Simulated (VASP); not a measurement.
Input for VASP

### POSCAR
```
Be2Ge
1
    3.3816690000     0.0000000000     0.0000000000
   -1.6908350000     2.9286110000     0.0000000000
    0.0000000000     0.0000000000     5.4553340000
Ge Be
1 2
Direct
  0.0000000000   0.0000000000   0.0000000000
  0.3333330000   0.6666670000   0.2520000000
  0.6666670000   0.3333330000   0.7480000000
```

INCAR:
```
SYSTEM = Be2Ge
PREC = Accurate
ENCUT = 400
EDIFF = 1E-6
NELM = 100
ALGO = Normal
LREAL = .FALSE.
LASPH = .TRUE.
ISMEAR = 1
SIGMA = 0.1
GGA = PE
LMAXMIX = 4
LWAVE = .FALSE.
LCHARG = .FALSE.
ISIF = 2
LEPSILON = .TRUE.
```

File KPOINTS:
```
Automatic mesh
0
Gamma
8 8 4
0 0 0
```

POTCAR, in this order: Ge_d Be (PBE.64 set). Program: vasp_std.

Problem. What happens when VASP runs on this input?

Solution. There is a fault: LEPSILON was set for a metal. The run ends without an error. Against the sound run, the energy per atom (σ→0) hardly moves; the pressure stays essentially unchanged; the largest force stays essentially unchanged.

standard output:
```
...
  Direction:   3
       N       E                     dE             d eps       ncg     rms          rms(c)
RMM:   1    -0.130328535124E+00   -0.13033E+00    0.93804E+00  1005   0.292E+01
RMM:   2    -0.191843528446E+01   -0.17881E+01   -0.31792E-01  1857   0.208E+00
RMM:   3    -0.192311110799E+01   -0.46758E-02   -0.55514E-03  1894   0.332E-01
RMM:   4    -0.192321770666E+01   -0.10660E-03   -0.25659E-04  1824   0.560E-02
RMM:   5    -0.192322364096E+01   -0.59343E-05   -0.23399E-05  1850   0.132E-02
RMM:   6    -0.192322386841E+01   -0.22745E-06   -0.78090E-07  1460   0.252E-03
 change of polarisation eV/A/(eV/A) component  3 :     0.431     2.555     3.846
 dielectric tensor                  component  3 :     1.443     8.558    13.883
 Linear response to external field, progress :
  Direction:   1
       N       E                     dE             d eps       ncg     rms          rms(c)
RMM:   1    -0.248122698155E+00   -0.24812E+00    0.10945E+01  2148   0.262E+01
RMM:   2    -0.462161038347E+01   -0.43735E+01   -0.29061E-01  4231   0.174E+00    0.171E+00
RMM:   3    -0.450589844189E+01    0.11571E+00   -0.10684E-01  3637   0.275E+00    0.843E-01
RMM:   4    -0.452955317642E+01   -0.23655E-01   -0.13043E-01  4103   0.283E+00    0.166E-01
RMM:   5    -0.453716186432E+01   -0.76087E-02   -0.81242E-03  3936   0.625E-01    0.444E-02
RMM:   6    -0.454115186459E+01   -0.39900E-02   -0.44901E-04  3988   0.197E-01    0.244E-02
RMM:   7    -0.454141337027E+01   -0.26151E-03    0.18630E-04  4185   0.660E-02    0.260E-03
RMM:   8    -0.454144893334E+01   -0.35563E-04   -0.41241E-05  4404   0.149E-02    0.161E-03
RMM:   9    -0.454148236139E+01   -0.33428E-04    0.54862E-05  4163   0.355E-03    0.338E-04
RMM:  10    -0.454147610785E+01    0.62535E-05   -0.54434E-06  3272   0.124E-03    0.862E-05
RMM:  11    -0.454147568314E+01    0.42471E-06    0.75420E-07  1835   0.559E-04    0.268E-05
 change of polarisation eV/A/(eV/A) component  1 :     8.905    -2.694     0.106
 dielectric tensor                  component  1 :    30.826    -9.022     0.356
 Linear response to external field, progress :
  Direction:   2
       N       E                     dE             d eps       ncg     rms          rms(c)
RMM:   1    -0.222167395324E+00   -0.22217E+00    0.11204E+01  2134   0.267E+01
RMM:   2    -0.462153415440E+01   -0.43994E+01   -0.28974E-01  4238   0.175E+00    0.171E+00
RMM:   3    -0.450642026304E+01    0.11511E+00   -0.11378E-01  3697   0.276E+00    0.844E-01
RMM:   4    -0.453220227433E+01   -0.25782E-01   -0.15271E-01  4155   0.285E+00    0.164E-01
RMM:   5    -0.453762625463E+01   -0.54240E-02   -0.14053E-02  3920   0.635E-01    0.494E-02
RMM:   6    -0.454115861137E+01   -0.35324E-02   -0.29604E-05  3930   0.216E-01    0.262E-02
RMM:   7    -0.454144005387E+01   -0.28144E-03   -0.27059E-04  4338   0.680E-02    0.636E-03
RMM:   8    -0.454136939336E+01    0.70661E-04   -0.53081E-05  4173   0.175E-02    0.253E-03
RMM:   9    -0.454138215858E+01   -0.12765E-04   -0.23683E-05  4390   0.573E-03    0.427E-04
RMM:  10    -0.454138657208E+01   -0.44135E-05    0.10307E-06  3334   0.134E-03    0.511E-05
RMM:  11    -0.454138532017E+01    0.12519E-05   -0.21394E-06  1816   0.583E-04    0.696E-05
RMM:  12    -0.454138617106E+01   -0.85089E-06   -0.19537E-06  1512   0.510E-04    0.109E-05
 change of polarisation eV/A/(eV/A) component  2 :    -2.716     8.905    -0.000
 dielectric tensor                  component  2 :    -9.096    30.825    -0.000
 Linear response to external field, progress :
  Direction:   3
       N       E                     dE             d eps       ncg     rms          rms(c)
RMM:   1    -0.130328535124E+00   -0.13033E+00    0.93804E+00  1005   0.292E+01
RMM:   2    -0.191843527275E+01   -0.17881E+01   -0.31792E-01  1860   0.208E+00    0.149E+00
RMM:   3    -0.167305905138E+01    0.24538E+00   -0.34923E-01  1610   0.297E+00    0.414E-01
RMM:   4    -0.168097159738E+01   -0.79125E-02   -0.38879E-02  1798   0.911E-01    0.240E-01
RMM:   5    -0.169489241974E+01   -0.13921E-01   -0.61035E-03  1814   0.402E-01    0.502E-02
RMM:   6    -0.169870309908E+01   -0.38107E-02   -0.94142E-04  1790   0.154E-01    0.225E-02
RMM:   7    -0.169845578954E+01    0.24731E-03   -0.10162E-04  1793   0.596E-02    0.280E-03
RMM:   8    -0.169854420955E+01   -0.88420E-04   -0.71272E-06  1882   0.127E-02    0.223E-03
RMM:   9    -0.169859837912E+01   -0.54170E-04    0.73174E-07  1797   0.444E-03    0.279E-04
RMM:  10    -0.169860398700E+01   -0.56079E-05   -0.23785E-06  1305   0.972E-04    0.171E-04
RMM:  11    -0.169860445068E+01   -0.46367E-06    0.14364E-06   648   0.529E-04    0.134E-05
 change of polarisation eV/A/(eV/A) component  3 :     0.579     2.573     3.324
 dielectric tensor                  component  3 :     1.938     8.619    12.133
 Born effective charges drift removed
```

**OUTCAR**
```
------------------------ aborting loop because EDIFF is reached ----------------------------------------

 HEAD OF MICROSCOPIC STATIC DIELECTRIC TENSOR (INDEPENDENT PARTICLE, excluding Hartree and local field effects)
 ------------------------------------------------------
          31.982111    -0.000005     0.000000
          -0.000005    31.982105     0.000000
           0.000000     0.000000    13.882797
 ------------------------------------------------------

 MACROSCOPIC STATIC DIELECTRIC TENSOR (including local field effects in DFT)
 ------------------------------------------------------
          30.825598    -0.000005     0.000000
          -0.000005    30.825592     0.000000
           0.000000     0.000000    12.133242
 ------------------------------------------------------

 PIEZOELECTRIC TENSOR (including local field effects)  for field in x, y, z        (e  Angst)
          XX          YY          ZZ          XY          YZ          ZX
  --------------------------------------------------------------------------------
  x     0.00000     0.00000     0.00000     0.00000     0.00000     0.00000
  y     0.00000     0.00000     0.00000     0.00000     0.00000     0.00000
  z     0.00000     0.00000     0.00000     0.00000     0.00000     0.00000

 PIEZOELECTRIC TENSOR (including local field effects)  for field in x, y, z        (C/m^2)
          XX          YY          ZZ          XY          YZ          ZX
  --------------------------------------------------------------------------------
  x     0.00000     0.00000     0.00000     0.00000     0.00000     0.00000
  y     0.00000     0.00000     0.00000     0.00000     0.00000     0.00000
  z     0.00000     0.00000     0.00000     0.00000     0.00000     0.00000

 BORN EFFECTIVE CHARGES (including local field effects) (in |e|, cummulative output)
 ---------------------------------------------------------------------------------
 ion    1
    1    -2.15499     0.00000     0.00000
    2     0.00000    -2.15499     0.00000
    3    -0.00000     0.00000    -1.44691
 ion    2
    1     1.07750    -0.00000    -0.00000
    2    -0.00000     1.07750     0.00000
    3     0.00000    -0.00000     0.72345
 ion    3
    1     1.07750    -0.00000    -0.00000
    2    -0.00000     1.07750     0.00000
    3     0.00000    -0.00000     0.72345
```
(Selected blocks of OUTCAR.)

To mend it, drop LEPSILON, since a metal has no finite static dielectric tensor or Born charges. The plain static run on this cell (PBE GGA, plane waves, VASP's PBE PAW potentials (set 64)) converges, and its OSZICAR ends with
```
   1 F= -.89144827E+01 E0= -.89140579E+01  d E =-.127444E-02
```

The structure was generated: Be2Ge was put into the CdI2 type (P-3m1), which need not be its known phase. The cell was not relaxed at this level.
